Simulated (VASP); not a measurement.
```
Zr
1.0
    3.14167     0.00000     0.00000
   -1.57084     2.72077     0.00000
    0.00000     0.00000     5.09264
Zr
2
Direct
  0.33333   0.66667   0.25000
  0.66667   0.33333   0.75000
```

These are LDA (Ceperley-Alder, Perdew-Zunger), VASP's LDA PAW potentials (set 64) (plane waves; VASP) values and carry that method's errors. Settings: 400 eV cut-off, 15×15×8 Γ-centred mesh, tetrahedra with Blöchl corrections, potentials Zr_sv.

**Question.** The job: Zr (space group P6_3/mmc), 2 atoms, LDA, static run, 400 eV, 15×15×8 Γ-centred mesh. Roughly how much core time does it take on a busy server core?

**Answer.** About 60 core-seconds (one run on a shared machine, a rough figure). It had 135 irreducible k-points, 16 bands, up to 808 plane waves and 13 electronic steps.

The structure comes from a computed database's Zr entry (P6_3/mmc); how it stands against other phases isn't given here. It was relaxed first, which changed the volume by -7 %.
